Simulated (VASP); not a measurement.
```xyz
3
Lattice="2.2815 -3.9517 0.0000 2.2815 3.9517 0.0000 0.0000 0.0000 7.0353" Properties=species:S:1:pos:R:3 pbc="T T T"
Pb     0.0000     0.0000     0.0000
I      2.2815     1.3172     1.8947
I      2.2815    -1.3172     5.1406
```

Method: optB86b-vdW, VASP's PBE PAW potentials (set 64) (plane waves; VASP 6.6.1). Settings: 520 eV cut-off, 6×6×4 Γ-centred mesh, tetrahedra with Blöchl corrections, potentials Pb_d I.

Unless said otherwise, spin-orbit coupling is left out, though it shifts the bands of the heavy elements here.

Task: Tabulate the total density of states (states/eV per cell) against energy (eV; zero at the valence-band maximum or, without a gap, the Fermi level).

Result: 
```
E (eV) | DOS (states/eV)
    -9.92 |  0.00
    -9.23 |  0.00
    -8.66 |  0.00
    -7.97 |  0.00
    -7.40 | ######################## 5.52
    -6.71 |  0.00
    -6.02 |  0.00
    -5.44 |  0.00
    -4.76 |  0.00
    -4.07 |  0.00
    -3.49 |  0.00
    -2.80 | ############## 3.13
    -2.12 | ################# 3.85
    -1.54 | ############# 3.05
    -0.85 | ############################ 6.33
    -0.28 | ################# 3.82
     0.41 |  0.00
     1.10 |  0.00
     1.67 |  0.00
     2.36 |  0.08
     2.94 | ########## 2.32
     3.62 | ############################## 6.90
     4.31 | ###### 1.42
     4.89 |  0.00
     5.58 | ##### 1.13
```
Within 2 eV below the valence-band maximum the largest weight inside VASP's projection spheres is I p.

The compound is PbI2 in the 1T layered structure. It was relaxed first.
